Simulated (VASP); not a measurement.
# SrTiO3 (Tausonite): quasiparticle gap under strain, part 3 of 5

How does the quasiparticle gap of SrTiO3 (Tausonite) follow strain, and does the starting functional get the slope right? The cell has space group Pm-3m. The start is a cell from a database of measured crystal structures.

VASP 6.6.1, plane waves and PAW; the level of theory is named at each step.

So far, gap on the k-mesh (eV): step 4 (empty bands) 1.86.

**5. G0W0**

This step: G0W0 on PBE, no spin polarisation; plane waves and PAW (Sr_sv_GW, Ti_sv_GW, O_GW) (VASP 6.6.1).

G0W0 keeps orbitals and screening fixed and shifts each of the lowest NBANDSGW levels once.

Input file INCAR:

```
SYSTEM = SrTiO3
PREC = Accurate
ENCUT = 440
ISMEAR = 0
SIGMA = 0.01
LREAL = .FALSE.
GGA = PE
NBANDS = 184
LASPH = .TRUE.
ALGO = EVGW0
NELMGW = 1
ENCUTGW = 120
NOMEGA = 48
PRECFOCK = Fast
NBANDSGW = 32
LWAVE = .FALSE.
LCHARG = .FALSE.
```

Input file POSCAR:

```
SrTiO3
1.0
    3.9052800000      0.0000000000      0.0000000000
    0.0000000000      3.9052800000      0.0000000000
    0.0000000000      0.0000000000      3.9052800000
Sr Ti O
1 1 3
Direct
    0.5000000000      0.5000000000      0.5000000000
    0.0000000000      0.0000000000      0.0000000000
    0.5000000000      0.0000000000      0.0000000000
    0.0000000000      0.5000000000      0.0000000000
    0.0000000000      0.0000000000      0.5000000000
```

Input file KPOINTS:

```
Automatic mesh
0
Gamma
4 4 4
0 0 0
```

Potentials, in the order of the species: Sr_sv_GW, Ti_sv_GW and O_GW (PBE family, release 64).

Command:

```sh
mpirun -np 8 vasp_std
```

What it wrote:

```text
[banner, memory and clock lines left out]
running    8 mpi-ranks, on    1 nodes
 distrk:  each k-point on    8 cores,    1 groups
 distr:  one band on    1 cores,    8 groups

 POSCAR found type information on POSCAR SrTiO
 POSCAR found :  3 types and       5 ions
 [... a notice as in an earlier step ...]

|                                                                             |
|           W    W    AA    RRRRR   N    N  II  N    N   GGGG   !!!           |
|           W    W   A  A   R    R  NN   N  II  NN   N  G    G  !!!           |
|           W    W  A    A  R    R  N N  N  II  N N  N  G       !!!           |
|           W WW W  AAAAAA  RRRRR   N  N N  II  N  N N  G  GGG   !            |
|           WW  WW  A    A  R   R   N   NN  II  N   NN  G    G                |
|           W    W  A    A  R    R  N    N  II  N    N   GGGG   !!!           |
|                                                                             |
|     The default for ENCUTGWSOFT is different in this version of VASP.       |
|     please manually set ENCUTGWSOFT =120 in the INCAR file.                 |
|                                                                             |

 LDA part: xc-table for (Slater+PW92), standard interpolation
 found WAVECAR, reading the header
 POSCAR, INCAR and KPOINTS ok, starting setup
 FFT: planning ... GRIDC
 FFT: planning ... GRID_SOFT
 FFT: planning ... GRID
 reading WAVECAR
 the WAVECAR file was read successfully
 initial charge from wavefunction
 available memory per node:     53.74 GB, setting MAXMEM to     55027

 The Fermi energy was updated, please check that it is located mid-gap
 values below the HOMO (VB) or above the LUMO (CB) will cause erroneous energies
 E-fermi :   5.9555

 calculate exact exchange contribution
 the WAVEDER file was read successfully
|                                                                             |
|           W    W    AA    RRRRR   N    N  II  N    N   GGGG   !!!           |
|           W    W   A  A   R    R  NN   N  II  NN   N  G    G  !!!           |
|           W    W  A    A  R    R  N N  N  II  N N  N  G       !!!           |
|           W WW W  AAAAAA  RRRRR   N  N N  II  N  N N  G  GGG   !            |
|           WW  WW  A    A  R   R   N   NN  II  N   NN  G    G                |
|           W    W  A    A  R    R  N    N  II  N    N   GGGG   !!!           |
|                                                                             |
|     Automatic setting of frequency mesh for GW failed. Frequency mesh       |
|     properly not suitable for determining QP energies. Consider             |
|     increasing number of kpoints.                                           |
|                                                                             |

energies w=
    0.000    0.000    0.850    0.000    1.696    0.000    2.536    0.000
    3.366    0.000    4.184    0.000    4.988    0.000    5.777    0.000
    6.552    0.000    7.312    0.000    8.058    0.000    8.793    0.000
    9.517    0.000   10.232    0.000   10.942    0.000   11.648    0.000
   12.353    0.000   13.060    0.000   13.773    0.000   14.494    0.000
   15.229    0.000   15.979    0.000   16.752    0.000   17.550    0.000
   18.382    0.000   19.252    0.000   20.169    0.000   21.143    0.000
   22.184    0.000   23.305    0.000   24.522    0.000   25.856    0.000
   27.331    0.000   28.979    0.000   30.839    0.000   32.965    0.000
   35.429    0.000   38.327    0.000   41.793    0.000   46.025    0.000
   51.315    0.000   58.123    0.000   67.211    0.000   79.943    0.000
   99.024    0.000  130.684    0.000  193.196    0.000  373.256    0.000
 responsefunction array rank=     192
 LDA part: xc-table for (Slater+PW92), standard interpolation

 min. memory requirement per mpi rank    204.0 MB, per node   1631.9 MB

 allocating   6 responsefunctions rank=   192
 shmem allocating  48 responsefunctions rank=   192
 response function shared by NCSHMEM nodes    1
 Doing            6  frequencies on each core in blocks of           48
NQ=   1    0.0000    0.0000    0.0000,
|.........|.........|.........|.........|.........|.........|.........|.........
 performed        537000 updates of chi_q(r,r)
 total number of BLAS operations        137.80 Gflops
NQ=   2    0.2500    0.0000    0.0000,
|.........|.........|.........|.........|.........|.........|.........|.........
 performed       1451000 updates of chi_q(r,r)
 total number of BLAS operations        372.20 Gflops
NQ=   3    0.5000    0.0000    0.0000,
|.........|.........|.........|.........|.........|.........|.........|.........
 performed       2165000 updates of chi_q(r,r)
 total number of BLAS operations        545.19 Gflops
NQ=   4    0.2500    0.2500    0.0000,
|.........|.........|.........|.........|.........|.........|.........|.........
 performed       3244000 updates of chi_q(r,r)
 total number of BLAS operations        860.18 Gflops
NQ=   5    0.5000    0.2500    0.0000,
|.........|.........|.........|.........|.........|.........|.........|.........
 performed       4323000 updates of chi_q(r,r)
 total number of BLAS operations       1139.94 Gflops
NQ=   6    0.5000    0.5000    0.0000,
|.........|.........|.........|.........|.........|.........|.........|.........
 performed       5025000 updates of chi_q(r,r)
 total number of BLAS operations       1298.55 Gflops
NQ=   7    0.2500    0.2500    0.2500,
|.........|.........|.........|.........|.........|.........|.........|.........
 performed       5868000 updates of chi_q(r,r)
 total number of BLAS operations       1498.24 Gflops
NQ=   8    0.5000    0.2500    0.2500,
|.........|.........|.........|.........|.........|.........|.........|.........
 performed       6876000 updates of chi_q(r,r)
 total number of BLAS operations       1736.96 Gflops
NQ=   9    0.5000    0.5000    0.2500,
|.........|.........|.........|.........|.........|.........|.........|.........
 performed       7766000 updates of chi_q(r,r)
 total number of BLAS operations       1947.81 Gflops
NQ=  10    0.5000    0.5000    0.5000,
|.........|.........|.........|.........|.........|.........|.........|.........
 performed       8303000 updates of chi_q(r,r)
 total number of BLAS operations       2057.91 Gflops
 resolving degeneracies of screened two electron integrals

 calculate QP shifts <psi_nk| G(iteration)W_0 |psi_nk>: iteration 1
 entering main loop
```

Elapsed: 1.9 min, on 8 MPI ranks of Intel Xeon Platinum 8488C (Sapphire Rapids), shared host; peak memory 1.9 GiB.

Parts of OUTCAR (step 5):

```text
   k-points           NKPTS =     10   k-points in BZ     NKDIM =     64   number of bands    NBANDS=    184

   NELECT =      40.0000    total number of electrons

 E-fermi :   5.9555

 QP shifts <psi_nk| G(iteration)W_0 |psi_nk>: iteration 1
 for sc-GW calculations column KS-energies equals QP-energies in previous step
 and V_xc(KS)=  KS-energies - (<T + V_ion + V_H > + <T+V_H+V_ion>^1  + <V_x>^1)
 k-point   1 :       0.0000    0.0000    0.0000
  band No.  KS-energies  QP-energies   sigma(KS)   V_xc(KS)     V^pw_x(r,r')   Z            occupation Imag(sigma)
    ...
     17       3.8512       3.3728     -19.4026     -18.7393     -24.0414       0.7212       2.0000       0.4279
     18       4.6709       4.3284     -20.7372     -20.2716     -25.1641       0.7355       2.0000       0.3557
     19       4.6709       4.3284     -20.7372     -20.2716     -25.1641       0.7355       2.0000       0.3557
     20       4.6709       4.3284     -20.7372     -20.2716     -25.1641       0.7355       2.0000       0.3557
     21       6.8845       8.2887     -16.5096     -18.4057     -10.7102       0.7405       0.0000      -0.2896
     22       6.8845       8.2887     -16.5096     -18.4057     -10.7102       0.7405       0.0000      -0.2896
     23       6.8845       8.2887     -16.5096     -18.4057     -10.7102       0.7405       0.0000      -0.2896
     24       9.3416      11.1867     -19.3637     -21.8982     -13.5332       0.7280       0.0000      -0.2981
    ...

 k-point   2 :       0.2500    0.0000    0.0000
  band No.  KS-energies  QP-energies   sigma(KS)   V_xc(KS)     V^pw_x(r,r')   Z            occupation Imag(sigma)
    ...
     17       3.3570       2.8817     -19.1655     -18.5121     -23.6473       0.7276       2.0000       0.4472
     18       3.4158       2.8746     -18.4707     -17.7247     -23.0077       0.7254       2.0000       0.4540
     19       4.4301       4.0676     -20.5312     -20.0384     -24.9304       0.7356       2.0000       0.3626
     20       4.4301       4.0676     -20.5312     -20.0384     -24.9304       0.7356       2.0000       0.3626
     21       6.9650       8.3945     -16.7120     -18.6498     -10.8210       0.7377       0.0000      -0.2964
     22       7.9441       9.3821     -17.8438     -19.8385     -12.1644       0.7209       0.0000      -0.3390
     23       7.9441       9.3821     -17.8438     -19.8385     -12.1644       0.7209       0.0000      -0.3390
     24       9.3506      11.1999     -19.4534     -21.9999     -13.6113       0.7262       0.0000      -0.3004
    ...

[... 7 parts as in an earlier step ...]

[... 8 further parts left out ...]
```

Numbers from this step:

```
quasiparticle gap on the mesh                 : 3.616 eV
smallest direct quasiparticle gap on the mesh : 3.960 eV
gap of the starting orbitals on the mesh      : 1.858 eV
```

GW takes the gap from 1.858 to 3.616 eV. Spin-orbit coupling is left out. The value holds for 184 bands, ENCUTGW = 120 eV and this mesh, and isn't shown to be converged in them. VASP warns that the automatic setting of its frequency mesh failed and advises more k points, so the value is in doubt.

**6. Ground state of a strained cell, scale 0.94**

This step: PBE, no spin polarisation; plane waves and PAW (Sr_sv_GW, Ti_sv_GW, O_GW) (VASP 6.6.1).

The volume is scaled by 0.94, at the same cutoff, mesh and band count, and the chain is run again.

Input file INCAR:

```
SYSTEM = SrTiO3
PREC = Accurate
ENCUT = 440
EDIFF = 1E-08
NELM = 100
ISMEAR = 0
SIGMA = 0.01
LREAL = .FALSE.
ALGO = Normal
GGA = PE
NBANDS = 26
LASPH = .TRUE.
LORBIT = 11
LWAVE = .TRUE.
LCHARG = .FALSE.
KPAR = 8
```

POSCAR, as its differences from that of step 5:

```diff
@@ -2,5 +2,5 @@
 1.0
-    3.9052800000      0.0000000000      0.0000000000
-    0.0000000000      3.9052800000      0.0000000000
-    0.0000000000      0.0000000000      3.9052800000
+    3.8255580386      0.0000000000      0.0000000000
+    0.0000000000      3.8255580386      0.0000000000
+    0.0000000000      0.0000000000      3.8255580386
 Sr Ti O
```

KPOINTS is that of step 5.

Command:

```sh
mpirun -np 8 vasp_std
```

What it wrote:

```text
[... set-up lines as in an earlier step ...]
 entering main loop
       N       E                     dE             d eps       ncg     rms          rms(c)
DAV:   1     0.485961634425E+03    0.48596E+03   -0.19841E+04   608   0.147E+03
DAV:   2    -0.114911888455E+02   -0.49745E+03   -0.47908E+03   846   0.691E+02
DAV:   3    -0.592420420663E+02   -0.47751E+02   -0.47146E+02   836   0.228E+02
DAV:   4    -0.611091508424E+02   -0.18671E+01   -0.18607E+01   920   0.400E+01
DAV:   5    -0.611608249949E+02   -0.51674E-01   -0.51624E-01   768   0.535E+00    0.231E+01
DAV:   6    -0.471851111599E+02    0.13976E+02   -0.70799E+01   952   0.925E+01    0.207E+01
DAV:   7    -0.470035020525E+02    0.18161E+00   -0.47350E+00   944   0.286E+01    0.676E+00
DAV:   8    -0.468788595374E+02    0.12464E+00   -0.41924E-01   928   0.957E+00    0.197E+00
DAV:   9    -0.468650269083E+02    0.13833E-01   -0.98250E-02   920   0.562E+00    0.141E+00
DAV:  10    -0.468601741803E+02    0.48527E-02   -0.36812E-02   840   0.180E+00    0.370E-01
DAV:  11    -0.468598915132E+02    0.28267E-03   -0.95981E-03   960   0.955E-01    0.575E-01
DAV:  12    -0.468597296367E+02    0.16188E-03   -0.57058E-04   928   0.365E-01    0.281E-01
DAV:  13    -0.468597021121E+02    0.27525E-04   -0.72464E-05   920   0.833E-02    0.170E-01
DAV:  14    -0.468596876765E+02    0.14436E-04   -0.45033E-05   968   0.823E-02    0.320E-02
DAV:  15    -0.468596861723E+02    0.15042E-05   -0.59425E-06   912   0.345E-02    0.141E-02
DAV:  16    -0.468596862465E+02   -0.74162E-07   -0.35402E-07   896   0.776E-03    0.109E-02
DAV:  17    -0.468596858033E+02    0.44317E-06   -0.21305E-06   880   0.262E-02    0.322E-03
DAV:  18    -0.468596857508E+02    0.52486E-07   -0.24276E-07   880   0.897E-03    0.206E-03
DAV:  19    -0.468596857503E+02    0.56343E-09   -0.88254E-09   464   0.114E-03
   1 F= -.46859686E+02 E0= -.46859686E+02  d E =-.283358E-42
 writing wavefunctions
```

The job ended after 7.6 s (8 MPI ranks; peak memory 1.4 GiB; 56 s of CPU time).

Parts of OUTCAR (step 6):

```text
   ENCUT  =  440.0 eV  32.34 Ry    5.69 a.u.   6.54  6.54  6.54*2*pi/ulx,y,z

   NELECT =      40.0000    total number of electrons

 E-fermi :   5.6968

 k-point     1 :       0.0000    0.0000    0.0000
  band No.  band energies     occupation
    ...
     16       4.3186      2.00000
     17       4.3186      2.00000
     18       5.2969      2.00000
     19       5.2969      2.00000
     20       5.2969      2.00000
     21       7.5760      0.00000
     22       7.5760      0.00000
     23       7.5760      0.00000
     24      10.3627      0.00000
     25      10.4607      0.00000
    ...

  Total        4.8958490      4.8958490      4.8958490      0.0000000     -0.0000000      0.0000000
  in kB      140.1051851    140.1051851    140.1051851      0.0000000     -0.0000000      0.0000000
  external PRESSURE =     140.1051851 kB  Pullay stress =       0.0000000 kB

 POSITION                                       TOTAL-FORCE (eV/Angst)
 -----------------------------------------------------------------------------------
      1.91278      1.91278      1.91278         0.000000      0.000000      0.000000
      0.00000      0.00000      0.00000         0.000000      0.000000      0.000000
      1.91278      0.00000      0.00000         0.000000      0.000000      0.000000
      0.00000      1.91278      0.00000         0.000000      0.000000      0.000000
      0.00000      0.00000      1.91278         0.000000      0.000000      0.000000
 -----------------------------------------------------------------------------------
    total drift:                               -0.000000      0.000000     -0.000000

  FREE ENERGIE OF THE ION-ELECTRON SYSTEM (eV)
  ---------------------------------------------------
  free  energy   TOTEN  =       -46.8596857503 eV

  energy  without entropy=      -46.8596857503  energy(sigma->0) =      -46.85968575

[... 4 parts as in an earlier step ...]

[... 12 further parts left out ...]
```

This step gave:

```yaml
free_energy_toten: -46.86 eV
fermi_energy: 5.697 eV
pressure: 14.01 GPa
gap_on_the_k_mesh: 1.974 eV
least_direct_gap_on_the_k_mesh: 2.279 eV
```

The run ends at a pressure of 14.01 GPa.

**7. Empty bands, scale 0.94**

The empty bands are made again, for the run that follows.

Input file INCAR:

```
SYSTEM = SrTiO3
PREC = Accurate
ENCUT = 440
ISMEAR = 0
SIGMA = 0.01
LREAL = .FALSE.
GGA = PE
NBANDS = 184
LASPH = .TRUE.
ALGO = Exact
NELM = 1
LWAVE = .TRUE.
LCHARG = .FALSE.
LOPTICS = .TRUE.
NEDOS = 1000
CSHIFT = 0.1
```

POSCAR is that of step 6.

KPOINTS is that of step 6.

Command:

```sh
mpirun -np 8 vasp_std
```

What it wrote:

```text
[... set-up lines as in an earlier step ...]
 entering main loop
       N       E                     dE             d eps       ncg     rms          rms(c)
DIA:   1    -0.468596857919E+02   -0.46860E+02    0.00000E+00     0   0.000E+00
   1 F= -.46859686E+02 E0= -.46859686E+02  d E =-.197621E-97
 writing wavefunctions
 optical routines
 imaginary and real dielectric function
 recalculating local potential from charge density
 direction            1
 direction            2
 direction            3
```

The job ended after 7.2 s (8 MPI ranks; peak memory 1.5 GiB).

OUTCAR, selected parts (step 7):

```text
  Total        4.8950790      4.8950790      4.8950790      0.0000000      0.0000000     -0.0000000
  in kB      140.0831509    140.0831509    140.0831509      0.0000000      0.0000000     -0.0000000
  external PRESSURE =     140.0831509 kB  Pullay stress =       0.0000000 kB

 POSITION                                       TOTAL-FORCE (eV/Angst)
 -----------------------------------------------------------------------------------
      1.91278      1.91278      1.91278         0.000000      0.000000      0.000000
      0.00000      0.00000      0.00000         0.000000      0.000000      0.000000
      1.91278      0.00000      0.00000         0.000000      0.000000      0.000000
      0.00000      1.91278      0.00000         0.000000      0.000000      0.000000
      0.00000      0.00000      1.91278         0.000000      0.000000      0.000000
 -----------------------------------------------------------------------------------
    total drift:                                0.000000      0.000000     -0.000000

  FREE ENERGIE OF THE ION-ELECTRON SYSTEM (eV)
  ---------------------------------------------------
  free  energy   TOTEN  =       -46.8596857919 eV

  energy  without entropy=      -46.8596857919  energy(sigma->0) =      -46.85968579

[... 2 parts as in an earlier step ...]

[... 1 further part left out ...]
[key lines of the parts left out:]
E-fermi :   5.7491
```

[end of part 3 of 5]

[Lines on the potential files, build, host, timing and source positions are cut from VASP's logs without a mark.]

[Logs are printed without paths, hosts, clocks, repeated set-up lines and the standing remarks that a program may print on its own settings, such as how far it seeks lower states.]

[Hosts, paths, dates, database ids (printed as entryN), source tags and the programs' standing remarks are cut or masked in the printed files.]

[Pressures printed for these runs are not shown converged in the cutoff: they can be off by several GPa and have the wrong sign.]

[In band tables of VASP the shares of atoms and orbitals are scaled to a sum of 1 inside the atoms' spheres.]
